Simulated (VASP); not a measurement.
Output of a VASP run:

**OUTCAR**
```
 ion  position               nearest neighbor table
   1  0.400  0.400  0.400-   4 3.07   4 3.07   4 3.07   3 3.26   3 3.26   3 3.26
   2  0.600  0.600  0.600-   5 3.07   5 3.07   5 3.07   3 3.26   3 3.26   3 3.26
   3  0.000  0.000  0.000-   2 3.26   1 3.26   2 3.26   2 3.26   1 3.26   1 3.26
   4  0.790  0.790  0.790-   1 3.07   1 3.07   1 3.07   5 3.65   5 3.65   5 3.65
   5  0.210  0.210  0.210-   2 3.07   2 3.07   2 3.07   4 3.65   4 3.65   4 3.65
  LATTYP: Found a trigonal (rhomboedric) cell.
 ALAT       =    10.4591359901
 COS(alpha) =     0.9117131252
 Subroutine PRICEL returns:
 Original cell was already a primitive cell.
 Subroutine GETGRP returns: Found 12 space group operations
The static configuration has the point symmetry D_3d.
The dynamic configuration has the point symmetry D_3d.
 Subroutine INISYM returns: Found 12 space group operations
 Subroutine IBZKPT returns following result:
 Found     13 irreducible k-points:

 Following reciprocal coordinates:
            Coordinates               Weight
  0.000000  0.000000  0.000000      1.000000
  0.250000  0.000000  0.000000      6.000000
  0.500000  0.000000  0.000000      3.000000
  0.250000  0.250000  0.000000      6.000000
  0.500000  0.250000  0.000000     12.000000
 -0.250000  0.250000  0.000000      6.000000
  0.500000  0.500000  0.000000      3.000000
  0.250000  0.250000  0.250000      2.000000
  0.500000  0.250000  0.250000      6.000000
 -0.250000  0.250000  0.250000      6.000000
  0.500000  0.500000  0.250000      6.000000
 -0.250000  0.500000  0.250000      6.000000
  0.500000  0.500000  0.500000      1.000000
   k-points           NKPTS =     13   k-points in BZ     NKDIM =     13   number of bands    NBANDS=     28
   number of dos      NEDOS =    301   number of ions     NIONS =      5
   total plane-waves  NPLWV = 216000
   dimension x,y,z NGX =    60 NGY =   60 NGZ =   60
   dimension x,y,z NGXF=   120 NGYF=  120 NGZF=  120
   ions per type =               2   3
   PREC   = accura    normal or accurate (medium, high low for compatibility)
   ISTART =      0    job   : 0-new  1-cont  2-samecut
   ICHARG =      2    charge: 1-file 2-atom 10-const
   ISPIN  =      1    spin polarized calculation?
   LNONCOLLINEAR =      F non collinear calculations
   LSORBIT =      F    spin-orbit coupling
   INIWAV =      1    electr: 0-lowe 1-rand  2-diag
   ENCUT  =  300.0 eV  22.05 Ry    4.70 a.u.  14.77 14.77 14.77*2*pi/ulx,y,z
   NELM   =    100;   NELMIN=  2; NELMDL= -5     # of ELM steps
   EDIFF  = 0.1E-05   stopping-criterion for ELM
   LREAL  =      F    real-space projection
   NLSPLINE    = F    spline interpolate recip. space projectors
   LMAXMIX     =    4 max onsite mixed and CHGCAR
   VOSKOWN=      0    Vosko Wilk Nusair interpolation
   EDIFFG = 0.1E-04   stopping-criterion for IOM
   NSW    =      0    number of steps for IOM
   NBLOCK =      1;   KBLOCK =      1    inner block; outer block
   IBRION =     -1    ionic relax: 0-MD 1-quasi-New 2-CG
   NFREE  =      0    steps in history (QN), initial steepest desc. (CG)
   ISIF   =      2    stress and relaxation
   ISYM   =      2    0-nonsym 1-usesym 2-fastsym
   TEIN   =    0.0    initial temperature
   TEBEG  =    0.0;   TEEND  =   0.0 temperature during run
   SMASS  =  -3.00    Nose mass-parameter (am)
   PSTRESS=    0.0 pullay stress
   NELECT =      48.0000    total number of electrons
   EFERMI =   0.00;   METHOD = LEGACY
   ISMEAR =    -1;   SIGMA  =   0.10  broadening in eV -4-tet -1-fermi 0-gaus
   IALGO  =     38    algorithm
   LDIAG  =      T    sub-space diagonalisation (order eigenvalues)
   IMIX   =      4    mixing-type and parameters
     AMIX     =   0.40;   BMIX     =  1.00
     AMIX_MAG =   1.60;   BMIX_MAG =  1.00
     AMIN     =   0.10
   GGA     = PE    functional components
   VOSKOWN =     0    Vosko Wilk Nusair interpolation
   LHFCALC =     F    Hartree Fock is set to
   LHFONE  =     F    Hartree Fock one center treatment
   AEXX    =    0.0000 exact exchange contribution
   IVDW    =     0    specifies the selected vdW correction
   LEPSILON=     F    determine dielectric tensor
...
```

OSZICAR:
```
       N       E                     dE             d eps       ncg     rms          rms(c)
DAV:   1     0.357219548627E+03    0.35722E+03   -0.16800E+04   744   0.112E+03
DAV:   2     0.165667002107E+02   -0.34065E+03   -0.33145E+03   824   0.339E+02
DAV:   3    -0.173848922314E+02   -0.33952E+02   -0.32697E+02   952   0.123E+02
DAV:   4    -0.185680213645E+02   -0.11831E+01   -0.11773E+01   876   0.241E+01
DAV:   5    -0.186125030410E+02   -0.44482E-01   -0.44435E-01  1056   0.431E+00    0.776E+00
DAV:   6    -0.183295241081E+02    0.28298E+00   -0.69698E-01   832   0.504E+00    0.592E+00
DAV:   7    -0.183386296815E+02   -0.91056E-02   -0.30576E-01   876   0.232E+00    0.117E+00
DAV:   8    -0.183387967780E+02   -0.16710E-03   -0.30883E-02   836   0.105E+00    0.657E-01
DAV:   9    -0.183387110965E+02    0.85681E-04   -0.69931E-03   888   0.454E-01    0.332E-01
DAV:  10    -0.183390440602E+02   -0.33296E-03   -0.10491E-03   836   0.163E-01    0.109E-01
DAV:  11    -0.183390985366E+02   -0.54476E-04   -0.11712E-04   828   0.656E-02    0.398E-02
DAV:  12    -0.183391091823E+02   -0.10646E-04   -0.37208E-05   904   0.270E-02    0.224E-02
DAV:  13    -0.183391102076E+02   -0.10253E-05   -0.92057E-06   820   0.172E-02    0.592E-03
DAV:  14    -0.183391104610E+02   -0.25335E-06   -0.21737E-06   680   0.831E-03
   1 F= -.18339110E+02 E0= -.18335008E+02  d E =-.820507E-02
```

File OUTCAR:
```
------------------------ aborting loop because EDIFF is reached ----------------------------------------
  FORCE on cell =-STRESS in cart. coord.  units (eV):
  Direction    XX          YY          ZZ          XY          YZ          ZX
  --------------------------------------------------------------------------------------
  Total        1.8237328      1.8237322      1.6596590      0.0000000      0.0000000      0.0000000
  in kB       17.2147239     17.2147180     15.6659853      0.0000000      0.0000000      0.0000000
  external PRESSURE =      16.6984757 kB  Pullay stress =       0.0000000 kB
  volume of cell :      169.74
      direct lattice vectors                 reciprocal lattice vectors
     2.197500000  1.268727000 10.146667000     0.227531286  0.131365271  0.032851510
    -2.197500000  1.268727000 10.146667000    -0.227531286  0.131365271  0.032851510
     0.000000000 -2.537454000 10.146667000     0.000000000 -0.262730543  0.032851510
 POSITION                                       TOTAL-FORCE (eV/Angst)
 -----------------------------------------------------------------------------------
      0.00000      0.00000     12.19000         0.000000     -0.000000     -0.141807
      0.00000      0.00000     18.25000         0.000000      0.000000      0.141807
      0.00000      0.00000      0.00000         0.000000     -0.000000      0.000000
      0.00000      0.00000     24.05673         0.000000     -0.000000      0.050248
      0.00000      0.00000      6.38327         0.000000      0.000000     -0.050248
 -----------------------------------------------------------------------------------
    total drift:                                0.000000      0.000000     -0.000000
  FREE ENERGIE OF THE ION-ELECTRON SYSTEM (eV)
  ---------------------------------------------------
  free  energy   TOTEN  =       -18.3391104610 eV

  energy  without entropy=      -18.3309053906  energy(sigma->0) =      -18.33500793
```
(Selected blocks of OUTCAR.)

### POSCAR
```
Bi2Te3
1
    2.1975000000     1.2687270000    10.1466670000
   -2.1975000000     1.2687270000    10.1466670000
    0.0000000000    -2.5374540000    10.1466670000
Bi Te
2 3
Direct
  0.4004600000   0.4004600000   0.4004600000
  0.5995400000   0.5995400000   0.5995400000
  0.0000000000   0.0000000000   0.0000000000
  0.7903000000   0.7903000000   0.7903000000
  0.2097000000   0.2097000000   0.2097000000
```

Q: Write an INCAR and KPOINTS that could have produced this output.

A: Several could match; the one computed here: the input of the run itself, PBE GGA, plane waves, VASP's PBE PAW potentials (set 64).

### INCAR
```
SYSTEM = Bi2Te3
PREC = Accurate; ENCUT = 300; LREAL = .FALSE.
LASPH = .TRUE.
EDIFF = 1E-6; NELM = 100; ALGO = Normal
LMAXMIX = 4
ISMEAR = -1; SIGMA = 0.1
GGA = PE
ISIF = 2
LWAVE = .FALSE.; LCHARG = .FALSE.
```

**KPOINTS**
```
kpoints
0
Gamma
4 4 4
0 0 0
```

POTCAR, in this order: Bi_d Te (PBE.64 set). Program: vasp_std.

At this cut-off the stress carries a Pulay error, which pulls relaxed volumes low.

The structure comes from a measured Bi2Te3 entry of the Crystallography Open Database, whose conditions weren't checked. The cell was not relaxed at this level.
